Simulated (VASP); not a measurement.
Calculation: HSE06 screened hybrid, VASP's PBE PAW potentials (set 64) (plane waves; VASP).

VASP input:

KPOINTS_OPT:
```
named points and PBE's band edges
5
Reciprocal
  0.000000   0.000000   0.000000 1 ! GAMMA
  0.333330   0.333330   0.000000 1 ! K
  0.500000   0.000000   0.000000 1 ! M
  0.017240   0.000000   0.000000 1 ! near an edge
  0.339080   0.321840   0.000000 1 ! near an edge
```

### KPOINTS
```
Automatic mesh
0
Gamma
6 6 1
0 0 0
```

INCAR:
```
AEXX = 0.25
ALGO = Normal
EDIFF = 1E-6
ENCUT = 400
GGA = PE
HFSCREEN = 0.2
ISIF = 2
ISMEAR = 0
ISYM = 3
LASPH = .True.
LCHARG = .False.
LHFCALC = .True.
LMAXMIX = 4
LREAL = .False.
LWAVE = .False.
NELM = 60
PREC = Accurate
PRECFOCK = Fast
SIGMA = 0.05
SYSTEM = MoS2
```

File POSCAR:
```
MoS2
1
    3.1828974415     0.0000000000     0.0000000000
   -1.5914487207     2.7564696828     0.0000000000
    0.0000000000     0.0000000000    18.7515770035
Mo S
1 2
Direct
  0.6666670000   0.3333330000   0.5000000000
  0.3333330000   0.6666670000   0.4166259569
  0.3333330000   0.6666670000   0.5833740431
```

POTCAR, in this order: Mo_sv S (PBE.64 set). Program: vasp_std. Read from the step before: WAVECAR.

Output

### OUTCAR
```
 ion  position               nearest neighbor table
   1  0.667  0.333  0.500-   2 2.41   3 2.41   2 2.41   3 2.41   2 2.41   3 2.41
   2  0.333  0.667  0.417-   1 2.41   1 2.41   1 2.41
   3  0.333  0.667  0.583-   1 2.41   1 2.41   1 2.41
  LATTYP: Found a hexagonal cell.
 ALAT       =     3.1828974415
 C/A-ratio  =     5.8913544493
 Subroutine PRICEL returns:
 Original cell was already a primitive cell.
 Subroutine GETGRP returns: Found 12 space group operations
The static configuration has the point symmetry D_3h.
The dynamic configuration has the point symmetry D_3h.
 Subroutine INISYM returns: Found 12 space group operations
 Subroutine IBZKPT returns following result:
 Found      7 irreducible k-points:

 Following reciprocal coordinates:
            Coordinates               Weight
  0.000000  0.000000  0.000000      1.000000
  0.166667  0.000000  0.000000      6.000000
  0.333333  0.000000  0.000000      6.000000
  0.500000  0.000000  0.000000      3.000000
  0.166667  0.166667  0.000000      6.000000
  0.333333  0.166667  0.000000     12.000000
  0.333333  0.333333  0.000000      2.000000
...
```

OSZICAR:
```
       N       E                     dE             d eps       ncg     rms          rms(c)
DAV:   1    -0.262518261226E+02   -0.26252E+02   -0.70822E-01   263   0.627E+00    0.273E+00
DAV:   2    -0.262261633161E+02    0.25663E-01   -0.15570E-01   254   0.335E+00    0.145E+00
DAV:   3    -0.262296632594E+02   -0.34999E-02   -0.86033E-03   257   0.660E-01    0.686E-01
DAV:   4    -0.262279951221E+02    0.16681E-02   -0.79441E-03   246   0.548E-01    0.332E-01
DAV:   5    -0.262281410765E+02   -0.14595E-03   -0.10419E-03   240   0.250E-01    0.185E-01
DAV:   6    -0.262280998176E+02    0.41259E-04   -0.45717E-04   255   0.148E-01    0.109E-01
DAV:   7    -0.262281130283E+02   -0.13211E-04   -0.26431E-05   282   0.499E-02    0.544E-02
DAV:   8    -0.262281198543E+02   -0.68261E-05   -0.20993E-05   282   0.313E-02    0.263E-02
DAV:   9    -0.262281244444E+02   -0.45901E-05   -0.22452E-06   213   0.123E-02    0.168E-02
DAV:  10    -0.262281288698E+02   -0.44254E-05   -0.10791E-06   195   0.668E-03    0.971E-03
DAV:  11    -0.262281322345E+02   -0.33647E-05   -0.31267E-07   173   0.465E-03    0.514E-03
DAV:  12    -0.262281344915E+02   -0.22570E-05   -0.12766E-07   168   0.246E-03    0.292E-03
DAV:  13    -0.262281364713E+02   -0.19798E-05   -0.83395E-08   154   0.156E-03    0.191E-03
DAV:  14    -0.262281377685E+02   -0.12972E-05   -0.45327E-08   143   0.109E-03    0.133E-03
DAV:  15    -0.262281389781E+02   -0.12097E-05   -0.38616E-08   137   0.836E-04    0.993E-04
DAV:  16    -0.262281398100E+02   -0.83191E-06   -0.25270E-08   127   0.628E-04
   1 F= -.26228140E+02 E0= -.26228140E+02  d E =-.471993E-29
       N       E                     dE             ncg
```

File OUTCAR:
```
------------------------ aborting loop because EDIFF is reached ----------------------------------------
  FORCE on cell =-STRESS in cart. coord.  units (eV):
  Direction    XX          YY          ZZ          XY          YZ          ZX
  --------------------------------------------------------------------------------------
  Total       -1.6975495     -1.6975491     -1.8518530     -0.0000000      0.0000000     -0.0000000
  in kB      -16.5317705    -16.5317662    -18.0344722     -0.0000000      0.0000000     -0.0000000
  external PRESSURE =     -17.0326697 kB  Pullay stress =       0.0000000 kB
  volume of cell :      164.52
      direct lattice vectors                 reciprocal lattice vectors
     3.182897442  0.000000000  0.000000000     0.314179146  0.181391438  0.000000000
    -1.591448721  2.756469683  0.000000000     0.000000000  0.362782876  0.000000000
     0.000000000  0.000000000 18.751577003     0.000000000  0.000000000  0.053328848
 POSITION                                       TOTAL-FORCE (eV/Angst)
 -----------------------------------------------------------------------------------
      1.59145      0.91882      9.37579         0.000000     -0.000000     -0.000000
     -0.00000      1.83765      7.81239        -0.000000      0.000000      0.553963
     -0.00000      1.83765     10.93918        -0.000000      0.000000     -0.553963
 -----------------------------------------------------------------------------------
    total drift:                               -0.001281      0.000690     -0.000000
  FREE ENERGIE OF THE ION-ELECTRON SYSTEM (eV)
  ---------------------------------------------------
  free  energy   TOTEN  =       -26.2281398100 eV

  energy  without entropy=      -26.2281398100  energy(sigma->0) =      -26.22813981

  exchange ACFDT corr.  =         0.00000000  see jH, gK, PRB 81, 115126
```
(Selected blocks of OUTCAR.)

### OUTCAR
```
 val. band max:       -2.1879095181   @ k =   0.3333   0.3333   0.0000

 cond. band min:      -0.0275846218   @ k =   0.3333   0.3333   0.0000


 Fermi energy:        -1.7971817037

 k-point     1 :       0.0000    0.0000    0.0000
  band No.  band energies     occupation
      1     -67.0959      2.00000
      2     -39.8158      2.00000
      3     -39.5722      2.00000
      4     -39.5722      2.00000
      5     -17.8770      2.00000
      6     -16.4367      2.00000
      7      -8.5749      2.00000
      8      -5.2058      2.00000
      9      -5.2058      2.00000
     10      -4.2950      2.00000
     11      -3.8772      2.00000
     12      -3.8772      2.00000
     13      -2.2472      2.00000
     14       1.3234      0.00000
     15       1.3235      0.00000
     16       1.5620      0.00000
     17       1.5620      0.00000

 k-point     2 :       0.1667    0.0000    0.0000
  band No.  band energies     occupation
      1     -67.0847      2.00000
      2     -39.7936      2.00000
      3     -39.6872      2.00000
      4     -39.5984      2.00000
      5     -17.4411      2.00000
      6     -16.2603      2.00000
      7      -8.1043      2.00000
      8      -6.0507      2.00000
      9      -5.4930      2.00000
     10      -4.7497      2.00000
     11      -4.4971      2.00000
     12      -3.5258      2.00000
     13      -2.5815      2.00000
     14       0.7829      0.00000
     15       1.1267      0.00000
     16       1.1458      0.00000
     17       1.9871      0.00000

 k-point     3 :       0.3333    0.0000    0.0000
  band No.  band energies     occupation
      1     -67.0622      2.00000
      2     -39.9121      2.00000
      3     -39.7486      2.00000
      4     -39.6510      2.00000
      5     -16.4298      2.00000
      6     -15.8576      2.00000
      7      -8.1144      2.00000
      8      -6.9012      2.00000
      9      -6.6776      2.00000
     10      -5.4073      2.00000
     11      -4.1466      2.00000
...
```

The cell holds a wide vacuum, so values per volume refer to the whole cell.

The cell is a sheet with vacuum, built from a generated structure.
